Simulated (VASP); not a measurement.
Crystal: TlIn4.

```
Tl In
1.0
    -3.17446    3.17446    3.17446
     3.17446   -3.17446    3.17446
     3.17446    3.17446   -3.17446
Tl In
1 4
Direct
  0.00000 0.00000 0.00000
  0.50000 0.50000 0.50000
  0.50000 0.00000 0.00000
  0.00000 0.00000 0.50000
  0.00000 0.50000 0.00000
```

The cell was built by a generator and needn't be a form met in nature.

The cell isn't the ideal one: species swapped into the Hg4Pt type (Im-3m, No. 229).

| Quantity | Value |
| --- | --- |
| Program | VASP 6.6.1 |
| Task | relaxation of cell and atoms |
| Functional | PBE |
| Potentials or basis | VASP PAW PBE potentials, release 64 (Tl_d, In_d) |
| Cutoff | 600 eV |
| k mesh | 4 × 4 × 4 |
| Occupations | gaussian, width 0.1 eV |
| Spin | no spin polarisation |

At the start: pressure 16.2 GPa; volume 25.59 Å³/atom.

Task: How do energy, volume and symmetry change on relaxing?

Result: Over 3 steps the energy falls by 379.2 meV/atom and the volume is 35.63 Å³/atom (+39.2 %); space group Im-3m (No. 229, to 0.05 Å).

Step by step:
```
step  energy change (eV)  largest force (eV/Å)  pressure (GPa)  volume (Å³)
   1              0.0000                0.0000           16.16       127.96
   2             -1.8922                0.0000           -0.37       181.95
   3             -1.8958                0.0000            0.07       178.17
```

Final structure:
```cif
data_structure
_symmetry_space_group_name_H-M 'P 1'
_symmetry_Int_Tables_number 1
_cell_length_a 6.1398
_cell_length_b 6.1398
_cell_length_c 6.1398
_cell_angle_alpha 109.471
_cell_angle_beta 109.471
_cell_angle_gamma 109.471
_cell_volume 178.17
loop_
_atom_site_label
_atom_site_type_symbol
_atom_site_fract_x
_atom_site_fract_y
_atom_site_fract_z
_atom_site_occupancy
Tl1 Tl 0.00000 0.00000 0.00000 1
In1 In 0.50000 0.50000 0.50000 1
In2 In 0.50000 0.00000 0.00000 1
In3 In 0.00000 0.00000 0.50000 1
In4 In 0.00000 0.50000 0.00000 1
```

Caveat: the volume moved by over 15 % at a fixed basis, so the end points are rough.
